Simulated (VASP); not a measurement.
# LaB6: convergence with the number of MPI ranks and plane-wave cutoff

How sensitive are energy, pressure and forces of LaB6 to the number of MPI ranks and plane-wave cutoff? The series runs use LDA. The number of MPI ranks tried: 1 ranks; 2 ranks; 4 ranks; 8 ranks. The plane-wave cutoff tried: ENCUT = 190; ENCUT = 240; ENCUT = 290; ENCUT = 320; ENCUT = 370; ENCUT = 410; ENCUT = 510; ENCUT = 640. The start is a cell from a database of measured crystal structures.

Main program and level: VASP 6.6.1; LDA; plane waves and PAW (La, B).

## 1. The structure

It takes space group Pm-3m (No. 221, cubic). The conventional cell has a = 4.157 Å, b = 4.157 Å, c = 4.157 Å, α = 90.00°, β = 90.00°, γ = 90.00°. Nearest to La lie 24 B at 3.05 Å. Nearest to B lie 6 B at 1.64 to 2.51 Å and 4 La at 3.05 Å. Farther neighbours are not listed.

## 2. Number of MPI ranks: 1 ranks

The same run on more MPI ranks shows how well it scales. LDA, the lowest rung, knows the local density alone.

Contents of INCAR:

```
SYSTEM = LaB6
PREC = Accurate
ENCUT = 420
EDIFF = 1E-06
NELM = 100
ISMEAR = -1
SIGMA = 0.05
LREAL = .FALSE.
ALGO = Normal
GGA = CA
NBANDS = 21
LASPH = .TRUE.
LORBIT = 11
LWAVE = .FALSE.
LCHARG = .FALSE.
ISIF = 2
```

Contents of POSCAR:

```
LaB6
1.0
    4.1570000000      0.0000000000      0.0000000000
    0.0000000000      4.1570000000      0.0000000000
    0.0000000000      0.0000000000      4.1570000000
La B
1 6
Direct
    0.0000000000      0.0000000000      0.0000000000
    0.1975000000      0.5000000000      0.5000000000
    0.5000000000      0.1975000000      0.5000000000
    0.8025000000      0.5000000000      0.5000000000
    0.5000000000      0.8025000000      0.5000000000
    0.5000000000      0.5000000000      0.1975000000
    0.5000000000      0.5000000000      0.8025000000
```

Contents of KPOINTS:

```
Automatic mesh
0
Gamma
5 5 5
0 0 0
```

PAW data sets: La and B (PBE family, release 64).

Launch:

```console
$ mpirun -np 1 vasp_std
```

The program printed:

```text
[banner, memory and clock lines left out]
running    1 mpi-ranks, on    1 nodes
 distrk:  each k-point on    1 cores,    1 groups
 distr:  one band on    1 cores,    1 groups

 POSCAR found type information on POSCAR LaB
 POSCAR found :  2 types and       7 ions
|                                                                             |
|               ----> ADVICE to this user running VASP <----                  |
|                                                                             |
|     You enforced a specific xc type in the INCAR file but a different       |
|     [... a line on the potential file left out ...]
|     I HOPE YOU KNOW WHAT YOU ARE DOING!                                     |
|                                                                             |

 LDA part: xc-table for (Slater(with rela. corr.)+CA(PZ))
 , standard interpolation
 POSCAR, INCAR and KPOINTS ok, starting setup
 FFT: planning ... GRIDC
 FFT: planning ... GRID_SOFT
 FFT: planning ... GRID
 WAVECAR not read
 entering main loop
       N       E                     dE             d eps       ncg     rms          rms(c)
DAV:   1     0.197635417338E+03    0.19764E+03   -0.99308E+03   436   0.146E+03
DAV:   2    -0.304442596385E+02   -0.22808E+03   -0.20854E+03   521   0.279E+02
DAV:   3    -0.570533743110E+02   -0.26609E+02   -0.25518E+02   678   0.131E+02
DAV:   4    -0.579998199564E+02   -0.94645E+00   -0.94255E+00   774   0.207E+01
DAV:   5    -0.580280427069E+02   -0.28223E-01   -0.28182E-01   630   0.303E+00    0.882E+00
DAV:   6    -0.539142806392E+02    0.41138E+01   -0.10529E+01   644   0.176E+01    0.436E+00
DAV:   7    -0.536259608089E+02    0.28832E+00   -0.42105E+00   704   0.995E+00    0.185E+00
DAV:   8    -0.537230353598E+02   -0.97075E-01   -0.20208E+00   715   0.128E+01    0.136E+00
DAV:   9    -0.535983372559E+02    0.12470E+00   -0.33285E-01   702   0.442E+00    0.632E-01
DAV:  10    -0.535834184782E+02    0.14919E-01   -0.19584E-01   750   0.333E+00    0.165E-01
DAV:  11    -0.535832167000E+02    0.20178E-03   -0.88135E-03   656   0.797E-01    0.105E-01
DAV:  12    -0.535832161447E+02    0.55529E-06   -0.47860E-04   726   0.141E-01    0.740E-02
DAV:  13    -0.535829222818E+02    0.29386E-03   -0.22114E-03   691   0.390E-01    0.109E-02
DAV:  14    -0.535829244353E+02   -0.21534E-05   -0.11833E-04   686   0.104E-01    0.417E-03
DAV:  15    -0.535829240526E+02    0.38265E-06   -0.67160E-06   696   0.269E-02
   1 F= -.53582924E+02 E0= -.53574063E+02  d E =-.177213E-01
```

The job ended after 12 s (1 MPI rank of Intel Xeon Platinum 8259CL at 2.50GHz (Skylake/Cascade Lake), shared host; peak memory 0.15 GiB).

The logs omit lines about the potential files and the build; timing stands in the text.

Parts of OUTCAR (step 2):

```text
ion  position               nearest neighbor table
   1  0.000  0.000  0.000-
   2  0.197  0.500  0.500-   4 1.64   3 1.78   5 1.78   6 1.78   7 1.78
   3  0.500  0.197  0.500-   5 1.64   4 1.78   2 1.78   6 1.78   7 1.78
   4  0.803  0.500  0.500-   2 1.64   3 1.78   5 1.78   6 1.78   7 1.78
   5  0.500  0.803  0.500-   3 1.64   2 1.78   4 1.78   6 1.78   7 1.78
   6  0.500  0.500  0.197-   7 1.64   3 1.78   4 1.78   5 1.78   2 1.78
   7  0.500  0.500  0.803-   6 1.64   3 1.78   4 1.78   5 1.78   2 1.78

  LATTYP: Found a simple cubic cell.
 ALAT       =     4.1570000000

 Subroutine GETGRP returns: Found 48 space group operations
 (whereof 48 operations were pure point group operations)

The static configuration has the point symmetry O_h .

 Found     10 irreducible k-points:

   k-points           NKPTS =     10   k-points in BZ     NKDIM =     10   number of bands    NBANDS=     21

   dimension x,y,z NGX =    28 NGY =   28 NGZ =   28
   dimension x,y,z NGXF=    56 NGYF=   56 NGZF=   56

   ENCUT  =  420.0 eV  30.87 Ry    5.56 a.u.   6.95  6.95  6.95*2*pi/ulx,y,z

   NELECT =      29.0000    total number of electrons

 k-points in reciprocal lattice and weights: Automatic mesh
   0.00000000  0.00000000  0.00000000       0.008
   0.20000000  0.00000000  0.00000000       0.048
   0.40000000  0.00000000  0.00000000       0.048
   0.20000000  0.20000000  0.00000000       0.096
   0.40000000  0.20000000  0.00000000       0.192
   0.40000000  0.40000000  0.00000000       0.096
   0.20000000  0.20000000  0.20000000       0.064
   0.40000000  0.20000000  0.20000000       0.192
   0.40000000  0.40000000  0.20000000       0.192
   0.40000000  0.40000000  0.40000000       0.064

 average (electrostatic) potential at core
       1 -95.7614       2 -24.0640       3 -24.0640       4 -24.0640       5 -24.0640
       6 -24.0640       7 -24.0640

 E-fermi :   8.1874

 k-point     1 :       0.0000    0.0000    0.0000
  band No.  band energies     occupation
    ...
     10       1.3974      2.00000
     11       1.3974      2.00000
     12       6.5450      2.00000
     13       6.5450      2.00000
     14       6.5450      2.00000
     15       8.4676      0.00734
     16       8.4676      0.00734
     17       8.4676      0.00734
     18       9.7744      0.00000
     19       9.7744      0.00000
    ...

 k-point     2 :       0.2000    0.0000    0.0000
  band No.  band energies     occupation
    ...
     11       3.0964      2.00000
     12       5.7013      2.00000
     13       5.7013      2.00000
     14       6.6685      2.00000
     15       7.1741      2.00000
     16       9.3834      0.00000
     17       9.3834      0.00000
     18       9.8634      0.00000
     19      10.2084      0.00000
     20      10.2882      0.00000
    ...

 k-point     3 :       0.4000    0.0000    0.0000
  band No.  band energies     occupation
    ...
     11       4.8097      2.00000
     12       5.0005      2.00000
     13       5.0005      2.00000
     14       5.9597      2.00000
     15       6.8964      2.00000
     16       9.8215      0.00000
     17       9.8590      0.00000
     18       9.8590      0.00000
     19      10.3437      0.00000
     20      10.3453      0.00000
    ...

  Total       -3.2370611     -3.2370611     -3.2370611     -0.0000000     -0.0000000      0.0000000
  in kB      -72.1973757    -72.1973757    -72.1973757     -0.0000000     -0.0000000      0.0000000
  external PRESSURE =     -72.1973757 kB  Pullay stress =       0.0000000 kB

  energy-cutoff  :      420.00
  volume of cell :       71.84
      direct lattice vectors                 reciprocal lattice vectors
     4.157000000  0.000000000  0.000000000     0.240558095  0.000000000  0.000000000
     0.000000000  4.157000000  0.000000000     0.000000000  0.240558095  0.000000000
     0.000000000  0.000000000  4.157000000     0.000000000  0.000000000  0.240558095

 POSITION                                       TOTAL-FORCE (eV/Angst)
 -----------------------------------------------------------------------------------
      0.00000      0.00000      0.00000         0.000000      0.000000      0.000000
      0.82101      2.07850      2.07850         0.719728      0.000000      0.000000
      2.07850      0.82101      2.07850         0.000000      0.719728      0.000000
      3.33599      2.07850      2.07850        -0.719728      0.000000      0.000000
      2.07850      3.33599      2.07850         0.000000     -0.719728      0.000000
      2.07850      2.07850      0.82101         0.000000      0.000000      0.719728
      2.07850      2.07850      3.33599         0.000000      0.000000     -0.719728
 -----------------------------------------------------------------------------------
    total drift:                               -0.000000     -0.000000      0.000000

  FREE ENERGIE OF THE ION-ELECTRON SYSTEM (eV)
  ---------------------------------------------------
  free  energy   TOTEN  =       -53.5829240526 eV

  energy  without entropy=      -53.5652027713  energy(sigma->0) =      -53.57406341

 total charge
# of ion       s       p       d       f       tot
--------------------------------------------------
    1        2.016   5.628   0.642   0.235   8.521
    2        0.683   1.353   0.000   0.000   2.036
    3        0.683   1.353   0.000   0.000   2.036
    4        0.683   1.353   0.000   0.000   2.036
    5        0.683   1.353   0.000   0.000   2.036
    6        0.683   1.353   0.000   0.000   2.036
    7        0.683   1.353   0.000   0.000   2.036
--------------------------------------------------
tot          6.113  13.747   0.642   0.235  20.738

[... 3 further parts left out ...]
```

This run has no spin polarisation. Its electron count is odd, so without a moment it is a metal by construction. The k-mesh is coarse for a metal. The PAW data sets were made with PBE, though LDA sets exist; this is a small mismatch.

Numbers from this step:

- electronic steps: 15
- electrons: 29
- bands: 21
- irreducible k points: 10
- symmetry operations: 48
- free energy (TOTEN): -53.5829 eV
- energy at zero smearing: -53.5741 eV
- Fermi energy: 8.187 eV
- pressure: -7.220 GPa
- metallic: yes

The series starts at -7.6534 eV an atom and -7.22 GPa, after 15 cycles in 12 s.

## 3. Number of MPI ranks: 2 ranks

INCAR, as its differences from that of step 2:

```diff
@@ -15,2 +15,3 @@
 LCHARG = .FALSE.
+KPAR = 2
 ISIF = 2
```

POSCAR is that of step 2.

KPOINTS is that of step 2.

Launch:

```console
$ mpirun -np 2 vasp_std
```

The program printed:

```text
[banner, memory and clock lines left out]
running    2 mpi-ranks, on    1 nodes
[...]
[... a notice as in an earlier step ...]

 LDA part: xc-table for (Slater(with rela. corr.)+CA(PZ))
 , standard interpolation
 POSCAR, INCAR and KPOINTS ok, starting setup
[...]
entering main loop
       N       E                     dE             d eps       ncg     rms          rms(c)
[... 5 cycles as in an earlier step ...]
DAV:   6    -0.539142806388E+02    0.41138E+01   -0.10529E+01   644   0.176E+01    0.436E+00
DAV:   7    -0.536259608095E+02    0.28832E+00   -0.42105E+00   704   0.995E+00    0.185E+00
DAV:   8    -0.537230353589E+02   -0.97075E-01   -0.20208E+00   715   0.128E+01    0.136E+00
DAV:   9    -0.535983372566E+02    0.12470E+00   -0.33285E-01   702   0.442E+00    0.632E-01
[...]
DAV:  13    -0.535829222821E+02    0.29386E-03   -0.22114E-03   691   0.390E-01    0.109E-02
DAV:  14    -0.535829244357E+02   -0.21536E-05   -0.11833E-04   686   0.104E-01    0.417E-03
DAV:  15    -0.535829240525E+02    0.38328E-06   -0.67160E-06   696   0.269E-02
   1 F= -.53582924E+02 E0= -.53574063E+02  d E =-.177213E-01
```

Elapsed: 7.8 s, on 2 MPI ranks; peak memory 0.27 GiB.

From OUTCAR (step 3):

```text
  Total       -3.2370611     -3.2370611     -3.2370611      0.0000000      0.0000000     -0.0000000
  in kB      -72.1973756    -72.1973756    -72.1973756      0.0000000      0.0000000     -0.0000000
  external PRESSURE =     -72.1973756 kB  Pullay stress =       0.0000000 kB

 POSITION                                       TOTAL-FORCE (eV/Angst)
 -----------------------------------------------------------------------------------
      0.00000      0.00000      0.00000        -0.000000      0.000000      0.000000
      0.82101      2.07850      2.07850         0.719728     -0.000000     -0.000000
      2.07850      0.82101      2.07850        -0.000000      0.719728     -0.000000
      3.33599      2.07850      2.07850        -0.719728      0.000000      0.000000
      2.07850      3.33599      2.07850        -0.000000     -0.719728     -0.000000
      2.07850      2.07850      0.82101        -0.000000     -0.000000      0.719728
      2.07850      2.07850      3.33599        -0.000000     -0.000000     -0.719728
 -----------------------------------------------------------------------------------
    total drift:                               -0.000000     -0.000000      0.000000

  FREE ENERGIE OF THE ION-ELECTRON SYSTEM (eV)
  ---------------------------------------------------
  free  energy   TOTEN  =       -53.5829240525 eV

  energy  without entropy=      -53.5652027711  energy(sigma->0) =      -53.57406341

[... 2 parts as in an earlier step ...]

[... 1 further part left out ...]
[key lines of the parts left out:]
E-fermi :   8.1874
```

Against the first of the series the energy stays within 0.01 meV an atom and the pressure within 0.01 GPa, after 15 cycles in 7.8 s.

## 4. Number of MPI ranks: 4 ranks

INCAR, as its differences from that of step 3:

```diff
@@ -15,3 +15,3 @@
 LCHARG = .FALSE.
-KPAR = 2
+KPAR = 4
 ISIF = 2
```

POSCAR is that of step 3.

KPOINTS is that of step 3.

Launch:

```console
$ mpirun -np 4 vasp_std
```

The program printed:

```text
[banner, memory and clock lines left out]
running    4 mpi-ranks, on    1 nodes
[...]
[... a notice as in an earlier step ...]

 LDA part: xc-table for (Slater(with rela. corr.)+CA(PZ))
 , standard interpolation
 POSCAR, INCAR and KPOINTS ok, starting setup
[...]
entering main loop
       N       E                     dE             d eps       ncg     rms          rms(c)
[... 5 cycles as in an earlier step ...]
DAV:   6    -0.539142806387E+02    0.41138E+01   -0.10529E+01   644   0.176E+01    0.436E+00
DAV:   7    -0.536259608091E+02    0.28832E+00   -0.42105E+00   704   0.995E+00    0.185E+00
DAV:   8    -0.537230353597E+02   -0.97075E-01   -0.20208E+00   715   0.128E+01    0.136E+00
DAV:   9    -0.535983372562E+02    0.12470E+00   -0.33285E-01   702   0.442E+00    0.632E-01
[...]
DAV:  13    -0.535829222826E+02    0.29386E-03   -0.22114E-03   691   0.390E-01    0.109E-02
DAV:  14    -0.535829244357E+02   -0.21531E-05   -0.11833E-04   686   0.104E-01    0.417E-03
DAV:  15    -0.535829240530E+02    0.38272E-06   -0.67160E-06   696   0.269E-02
   1 F= -.53582924E+02 E0= -.53574063E+02  d E =-.177213E-01
```

It took 6 s on 4 MPI ranks; peak memory 0.55 GiB; 22 s of CPU time.

Parts of OUTCAR (step 4):

```text
  Total       -3.2370611     -3.2370611     -3.2370611      0.0000000      0.0000000     -0.0000000
  in kB      -72.1973757    -72.1973757    -72.1973757      0.0000000      0.0000000     -0.0000000
  external PRESSURE =     -72.1973757 kB  Pullay stress =       0.0000000 kB

 POSITION                                       TOTAL-FORCE (eV/Angst)
 -----------------------------------------------------------------------------------
      0.00000      0.00000      0.00000         0.000000     -0.000000      0.000000
      0.82101      2.07850      2.07850         0.719728     -0.000000      0.000000
      2.07850      0.82101      2.07850         0.000000      0.719728      0.000000
      3.33599      2.07850      2.07850        -0.719728     -0.000000     -0.000000
      2.07850      3.33599      2.07850         0.000000     -0.719728      0.000000
      2.07850      2.07850      0.82101         0.000000     -0.000000      0.719728
      2.07850      2.07850      3.33599         0.000000     -0.000000     -0.719728
 -----------------------------------------------------------------------------------
    total drift:                               -0.000000     -0.000000      0.000000

  FREE ENERGIE OF THE ION-ELECTRON SYSTEM (eV)
  ---------------------------------------------------
  free  energy   TOTEN  =       -53.5829240530 eV

  energy  without entropy=      -53.5652027716  energy(sigma->0) =      -53.57406341

[... 2 parts as in an earlier step ...]

[... 1 further part left out ...]
[key lines of the parts left out:]
E-fermi :   8.1874
```

Against the first of the series the energy stays within 0.01 meV an atom and the pressure within 0.01 GPa, after 15 cycles in 6 s.

## 5. Number of MPI ranks: 8 ranks

INCAR, as its differences from that of step 4:

```diff
@@ -15,3 +15,3 @@
 LCHARG = .FALSE.
-KPAR = 4
+KPAR = 8
 ISIF = 2
```

POSCAR is that of step 4.

KPOINTS is that of step 4.

Launch:

```console
$ mpirun -np 8 vasp_std
```

The program printed:

```text
[banner, memory and clock lines left out]
running    8 mpi-ranks, on    1 nodes
[...]
|                                                                             |
|           W    W    AA    RRRRR   N    N  II  N    N   GGGG   !!!           |
|           W    W   A  A   R    R  NN   N  II  NN   N  G    G  !!!           |
|           W    W  A    A  R    R  N N  N  II  N N  N  G       !!!           |
|           W WW W  AAAAAA  RRRRR   N  N N  II  N  N N  G  GGG   !            |
|           WW  WW  A    A  R   R   N   NN  II  N   NN  G    G                |
|           W    W  A    A  R    R  N    N  II  N    N   GGGG   !!!           |
|                                                                             |
|     For optimal performance we recommend to set                             |
|       NCORE = 2 up to number-of-cores-per-socket                            |
|     NCORE specifies how many cores store one orbital (NPAR=cpu/NCORE).      |
|     This setting can greatly improve the performance of VASP for DFT.       |
[...]
|                                                                             |

 [... a notice as in an earlier step ...]

 LDA part: xc-table for (Slater(with rela. corr.)+CA(PZ))
 , standard interpolation
 POSCAR, INCAR and KPOINTS ok, starting setup
[...]
entering main loop
       N       E                     dE             d eps       ncg     rms          rms(c)
[... 5 cycles as in an earlier step ...]
DAV:   6    -0.539142806397E+02    0.41138E+01   -0.10529E+01   644   0.176E+01    0.436E+00
[... 1 cycle as in an earlier step ...]
DAV:   8    -0.537230353605E+02   -0.97075E-01   -0.20208E+00   715   0.128E+01    0.136E+00
DAV:   9    -0.535983372570E+02    0.12470E+00   -0.33285E-01   702   0.442E+00    0.632E-01
DAV:  10    -0.535834184786E+02    0.14919E-01   -0.19584E-01   750   0.333E+00    0.165E-01
DAV:  11    -0.535832166989E+02    0.20178E-03   -0.88135E-03   656   0.797E-01    0.105E-01
DAV:  12    -0.535832161446E+02    0.55434E-06   -0.47860E-04   726   0.141E-01    0.740E-02
DAV:  13    -0.535829222827E+02    0.29386E-03   -0.22114E-03   691   0.390E-01    0.109E-02
DAV:  14    -0.535829244359E+02   -0.21532E-05   -0.11833E-04   686   0.104E-01    0.417E-03
DAV:  15    -0.535829240530E+02    0.38288E-06   -0.67160E-06   696   0.269E-02
   1 F= -.53582924E+02 E0= -.53574063E+02  d E =-.177213E-01
```

It took 5.2 s on 8 MPI ranks; peak memory 1.2 GiB; 37 s of CPU time.

Parts of OUTCAR (step 5):

```text
  Total       -3.2370611     -3.2370611     -3.2370611      0.0000000     -0.0000000      0.0000000
  in kB      -72.1973757    -72.1973757    -72.1973757      0.0000000     -0.0000000      0.0000000
  external PRESSURE =     -72.1973757 kB  Pullay stress =       0.0000000 kB

 POSITION                                       TOTAL-FORCE (eV/Angst)
 -----------------------------------------------------------------------------------
      0.00000      0.00000      0.00000         0.000000     -0.000000     -0.000000
      0.82101      2.07850      2.07850         0.719728     -0.000000     -0.000000
      2.07850      0.82101      2.07850         0.000000      0.719728     -0.000000
      3.33599      2.07850      2.07850        -0.719728     -0.000000     -0.000000
      2.07850      3.33599      2.07850         0.000000     -0.719728     -0.000000
      2.07850      2.07850      0.82101         0.000000     -0.000000      0.719728
      2.07850      2.07850      3.33599         0.000000     -0.000000     -0.719728
 -----------------------------------------------------------------------------------
    total drift:                               -0.000000     -0.000000      0.000000

  energy  without entropy=      -53.5652027717  energy(sigma->0) =      -53.57406341

[... 3 parts as in an earlier step ...]

[... 1 further part left out ...]
[key lines of the parts left out:]
E-fermi :   8.1874
```

Against the first of the series the energy stays within 0.01 meV an atom and the pressure within 0.01 GPa, after 15 cycles in 5.2 s.

(Part 1 of 3 ends here.)

[Lines on the potential files, build, host, timing and source positions are cut from VASP's logs without a mark.]

[Logs are printed without paths, hosts, clocks, repeated set-up lines and the standing remarks that a program may print on its own settings, such as how far it seeks lower states.]

[Hosts, paths, dates, database ids (printed as entryN), source tags and the programs' standing remarks are cut or masked in the printed files.]

[A measured line is paired with the nearest computed mode of its activity, which favours agreement.]
